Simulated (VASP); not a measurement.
OSZICAR of a VASP run on MoC31Si31:

### OSZICAR
```
       N       E                     dE             d eps       ncg     rms          rms(c)
DAV:   1    -0.555329570376E+03   -0.55533E+03   -0.97847E+00   640   0.790E+00    0.146E+01
DAV:   2    -0.555422564071E+03   -0.92994E-01   -0.34419E-01   704   0.141E+00    0.105E+01
DAV:   3    -0.555408262272E+03    0.14302E-01   -0.37786E-02   760   0.537E-01    0.631E+00
DAV:   4    -0.555403149865E+03    0.51124E-02   -0.16022E-02   728   0.308E-01    0.364E+00
DAV:   5    -0.555401546962E+03    0.16029E-02   -0.18001E-03   720   0.106E-01    0.211E+00
DAV:   6    -0.555400828623E+03    0.71834E-03   -0.65142E-04   720   0.670E-02    0.120E+00
DAV:   7    -0.555400631696E+03    0.19693E-03   -0.29970E-04   704   0.401E-02    0.687E-01
DAV:   8    -0.555400570066E+03    0.61630E-04   -0.41990E-05   616   0.169E-02    0.400E-01
DAV:   9    -0.555400550367E+03    0.19699E-04   -0.17536E-05   464   0.119E-02    0.228E-01
DAV:  10    -0.555400546334E+03    0.40327E-05   -0.79671E-06   408   0.753E-03
   1 F= -.55540055E+03 E0= -.55540055E+03  d E =-.505045E-12  mag=     3.0000
```

Which electronic solver shows in the log?

It is blocked Davidson (ALGO = Normal, or the opening steps of other solvers). The INCAR had ALGO = Normal.

How was spin treated?

Collinear spin (ISPIN = 2): the summary line carries one mag value, 3.00 μB in the cell.

Can the final energy be trusted as converged?

The run converged. It stopped with EDIFF = 1E-5, NELM = 50 (HSE06 screened hybrid, plane waves, VASP's PBE PAW potentials (set 64)).  The cell is charged, with a uniform compensating background. The supercell is sampled at Γ alone, which is coarse: total energies, pressure and levels can be off, energies of defects by several tenths of an eV.

The cell is a supercell with a defect, built from SiC (zinc blende): Mo_Si-vac_C, charge +1. The cell's shape comes from a PBE relaxation. The total moment is imposed (NUPDOWN), so this need not be the lowest spin state.
